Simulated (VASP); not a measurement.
Computed with PBE GGA, VASP's PBE PAW potentials (set 64) (plane waves; VASP).

A VASP calculation is set up with these files.

INCAR:
```
ALGO = Normal
EDIFF = 1E-6
ENCUT = 520
GGA = PE
ISIF = 2
ISMEAR = 0
ISYM = -1
LASPH = .TRUE.
LCHARG = .FALSE.
LMAXMIX = 6
LREAL = .FALSE.
LWAVE = .FALSE.
NELM = 100
PREC = Accurate
SIGMA = 0.05
SYSTEM = HfO2
```

**POSCAR**
```
HfO2
1
    0.0000000000     2.5400000000     2.5400000000
    2.5400000000     0.0000000000     2.5400000000
    2.5400000000     2.5400000000     0.0000000000
Hf O
1 2
Direct
  0.0000000000   0.0000000000   0.0000000000
  0.2500000000   0.2500000000   0.2500000000
  0.7500000000   0.7500000000   0.7500000000
```

### KPOINTS
```
Automatic mesh
0
Gamma
8 8 8
0 0 0
```

POTCAR, in this order: Hf_pv O (PBE.64 set). Program: vasp_std.

Q: What will the output report for the number of irreducible k-points (NKPTS), number of bands (NBANDS), largest plane-wave count, FFT grid (NGX, NGY, NGZ)?

A: 
* **number of irreducible k-points (NKPTS)**: 512
* **number of bands (NBANDS)**: 15
* **largest plane-wave count**: 903
* **FFT grid (NGX, NGY, NGZ)**: 28 × 28 × 28

The compound is HfO2 in the fluorite structure, the high-temperature cubic form, which is unstable at 0 K; the monoclinic form is the stable one. The cell was not relaxed at this level. The run is one of a series of settings (ISYM = -1 against the base run), some of them coarse on purpose.
